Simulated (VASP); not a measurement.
OSZICAR of a VASP run on TiO2 (rutile):

### OSZICAR
```
       N       E                     dE             d eps       ncg     rms          rms(c)
DAV:   1     0.696201094169E+03    0.69620E+03   -0.25195E+04  1680   0.202E+03
DAV:   2     0.632508706830E+02   -0.63295E+03   -0.61207E+03  1792   0.585E+02
DAV:   3    -0.550561284656E+02   -0.11831E+03   -0.11621E+03  2620   0.219E+02
DAV:   4    -0.602451523867E+02   -0.51890E+01   -0.51844E+01  2240   0.491E+01
DAV:   5    -0.604659024183E+02   -0.22075E+00   -0.22070E+00  2376   0.839E+00    0.321E+01
DAV:   6    -0.427849372158E+02    0.17681E+02   -0.12908E+02  2024   0.105E+02    0.125E+01
DAV:   7    -0.422828127738E+02    0.50212E+00   -0.20725E+01  2104   0.360E+01    0.789E+00
DAV:   8    -0.422444763507E+02    0.38336E-01   -0.53118E+00  2096   0.204E+01    0.441E+00
DAV:   9    -0.420390757624E+02    0.20540E+00   -0.17306E+00  2176   0.112E+01    0.104E+00
DAV:  10    -0.420510877446E+02   -0.12012E-01   -0.96348E-02  2048   0.245E+00    0.188E-01
DAV:  11    -0.420509241040E+02    0.16364E-03   -0.34896E-03  2224   0.439E-01    0.849E-02
DAV:  12    -0.420509313987E+02   -0.72948E-05   -0.39033E-04  2420   0.155E-01    0.578E-02
DAV:  13    -0.420508990970E+02    0.32302E-04   -0.21761E-04  2336   0.121E-01    0.815E-03
DAV:  14    -0.420508997214E+02   -0.62434E-06   -0.86940E-06  2176   0.216E-02    0.509E-03
DAV:  15    -0.420509001183E+02   -0.39691E-06   -0.11229E-06  2072   0.989E-03    0.158E-03
DAV:  16    -0.420509001333E+02   -0.14980E-07   -0.46890E-08  1208   0.219E-03
   1 F= -.42050900E+02 E0= -.42050900E+02  d E =-.420509E+02
```

Which electronic solver shows in the log?

It is blocked Davidson (ALGO = Normal, or the opening steps of other solvers). The INCAR had ALGO = Normal.

Can the final energy be trusted as converged?

The calculation finished and met its thresholds. It stopped with EDIFF = 1E-7, NELM = 100, NSW = 30 and EDIFFG = -0.01 after 1 ionic step (optB88-vdW, plane waves, VASP's PBE PAW potentials (set 64)).

The compound is TiO2 in the rutile structure. It was relaxed first.
